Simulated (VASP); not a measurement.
VASP input:

### KPOINTS
```
K-points
0
G
 2 2 2
```

INCAR:
```
ALGO = Normal
EDIFF = 1E-6
ENCUT = 300
GGA = PE
ISIF = 2
ISMEAR = -1
LASPH = .TRUE.
LCHARG = .FALSE.
LMAXMIX = 4
LREAL = .FALSE.
LWAVE = .FALSE.
NELM = 100
PREC = Accurate
SIGMA = 0.01
SYSTEM = CuI
```

POSCAR:
```
CuI
4.2779960
  0.0000000000   0.7071067855   0.7071067855
  0.7071067855   0.0000000000   0.7071067855
  0.7071067855   0.7071067855   0.0000000000
Cu I
1 1
Cartesian
  0.0000000000   0.0000000000   0.0000000000
  0.3535533928   0.3535533928   0.3535533928
```

POTCAR, in this order: Cu I (PBE.64 set). Program: vasp_std.

Q: Translate this PBE calculation to Quantum ESPRESSO's pw.x.

A: One equivalent input (not run):
```
&CONTROL
  calculation = 'scf'
  pseudo_dir = './pseudo'
  outdir = './out'
  tprnfor = .true.
  tstress = .true.
/
&SYSTEM
  ibrav = 0
  nat = 2
  ntyp = 2
  ecutwfc = 92
  occupations = 'smearing'
  smearing = 'fermi-dirac'
  degauss = 0.000735
  input_dft = 'pbe'
/
&ELECTRONS
  conv_thr = 7.3e-08
  electron_maxstep = 100
/
ATOMIC_SPECIES
  Cu 63.546 Cu.upf
  I 126.904 I.upf
CELL_PARAMETERS angstrom
     0.0000000    3.0250000    3.0250000
     3.0250000    0.0000000    3.0250000
     3.0250000    3.0250000    0.0000000
ATOMIC_POSITIONS crystal
  Cu   0.0000000  0.0000000  0.0000000
  I    0.2500000  0.2500000  0.2500000
K_POINTS automatic
  2 2 2 0 0 0
```
Limits of the translation: the potentials are each code's own (VASP's PAW set, PseudoDojo norm-conserving files in pw.x), so ENCUT and ecutwfc are chosen apart and not converted; conv_thr bounds pw.x's estimated SCF error, while EDIFF bounds the energy change between steps.

The structure is a typed CuI crystal (F-43m). The cell was not relaxed at this level. The k-mesh is coarse (spacing up to 0.90 per Å, 2π included), so the numbers may not be converged in it. The run is one of a series of settings (KPOINTS 2×2×2 Γ-centred mesh against the base run), some of them coarse on purpose.
